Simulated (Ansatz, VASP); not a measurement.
One calculation of HfOs, two programs

```
Hf Os
1.0
     3.22817    0.00000    0.00000
     0.00000    3.22817    0.00000
     0.00000    0.00000    3.22817
Hf Os
1 1
Direct
  0.00000 0.00000 0.00000
  0.50000 0.50000 0.50000
```

Change from the starting cell: volume scaled by 0.99, crystal datasets.

Alike in both runs: task electric field gradients; functional PBEsol; k mesh 10 × 10 × 10; occupations fermi-dirac, width 0.05 eV; no spin polarisation.

|  | VASP | Ansatz |
| --- | --- | --- |
| version | VASP 6.6.1 | Ansatz 0.2.0 |
| potentials or method | VASP PAW PBE potentials, release 64 (Hf_pv, Os), cutoff 520 eV | all-electron PAW with datasets made for the crystal, scalar-relativistic |

Ansatz gave:

| Property | Result |
| --- | --- |
| pressure (GPa) | -1.3 |
| Vzz of the field gradient on the site that differs most (V/Å²) | 0.0 |

Problem. Estimate VASP's values.

Solution. Pressure (GPa): -2.2; Vzz of the field gradient on the site that differs most (V/Å²): 0.0.

Ansatz ran all-electron here, so the differences hold the error of VASP's frozen core and of both bases. Ansatz warned: «gradients_without_spin_orbit».

Caveats: the PAW data sets were made with another functional, which shifts forces and pressure a little (VASP). The runs have no spin-orbit coupling, so splittings on Hf, Os are missing.
